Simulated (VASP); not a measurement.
Wanted: the native input for a VASP 6.6.1 run.

```
Task                   : relaxation of cell and atoms
Functional             : PBE
Potentials or basis    : VASP PAW PBE potentials, release 64 (Ba_sv, Mo_sv)
Cutoff                 : 600 eV
k mesh                 : 3 × 3 × 4
Occupations            : gaussian, width 0.1 eV
Spin                   : no spin polarisation
Dipole correction      : no
Further INCAR settings : ALGO = Normal; EDIFF = 1e-07; IBRION = 2; EDIFFG = -0.04; NSW = 90; ISIF = 3
```

The structure of Ba3Mo lies in POSCAR:

```
Ba3Mo
1.0
    6.3566010200      0.0000000000      0.0000000000
   -3.1783005100      5.5049779600      0.0000000000
    0.0000000000      0.0000000000      4.3880355300
Ba Mo
3 1
Direct
    0.5000000000      0.0000000000      0.0000000000
    0.0000000000      0.5000000000      0.0000000000
    0.5000000000      0.5000000000      0.0000000000
    0.0000000000      0.0000000000      0.0000000000
```

The cell was built by a generator and needn't be a form met in nature.

The cell isn't the ideal one: random cell by space group and Wyckoff sites (P6/mmm, No. 191).

The input as run:

INCAR

```
SYSTEM = Ba3Mo
PREC     = Accurate       ! precision mode
ENCUT    = 600            ! plane-wave cutoff, eV
EDIFF    = 1E-7           ! SCF threshold, eV
ISMEAR   = 0              ! smearing method
SIGMA    = 0.1            ! smearing width, eV
LREAL    = .FALSE.        ! projectors in reciprocal space
LASPH    = .TRUE.         ! aspherical terms in the spheres
NELM     = 100            ! most SCF steps
ALGO     = Normal         ! electronic algorithm
ISIF     = 3              ! what is computed and relaxed
LWAVE    = .FALSE.        ! write WAVECAR
LCHARG   = .FALSE.        ! write CHGCAR
GGA      = PE             ! functional
IBRION   = 2              ! ionic algorithm
NSW      = 90             ! ionic steps
EDIFFG   = -0.04          ! ionic threshold
```

KPOINTS

```
regular mesh
0
G
  3 3 4
  0 0 0
```

Potentials or basis: VASP PAW PBE potentials, release 64 (Ba_sv, Mo_sv).

The run is started by

```console
$ cat potpaw_PBE.64/Ba_sv/POTCAR potpaw_PBE.64/Mo_sv/POTCAR > POTCAR
$ mpirun -np 1 vasp_std > vasp.out
```

Results of the run:

* Relaxed volume: 37.75 Å³/atom
* Relaxed cell: a = 7.125 Å, b = 7.125 Å, c = 3.435 Å, α = 90.00°, β = 90.00°, γ = 120.00°
* Space group after relaxing (to 0.05 Å): P6/mmm (No. 191)
* Energy gained by relaxing: 463.7 meV/atom
* Ionic steps: 11
* Pressure after relaxing: 0.0 GPa
* Band gap on the k mesh: none (metal or under the smearing width)

Caveat: the k mesh is coarse (spacing up to 0.38 Å⁻¹), so the values aren't converged.

It took 4.6 min on 1 thread of Intel(R) Xeon(R) 6975P-C (Granite Rapids), with other jobs on the host, peak memory 0.34 GiB.
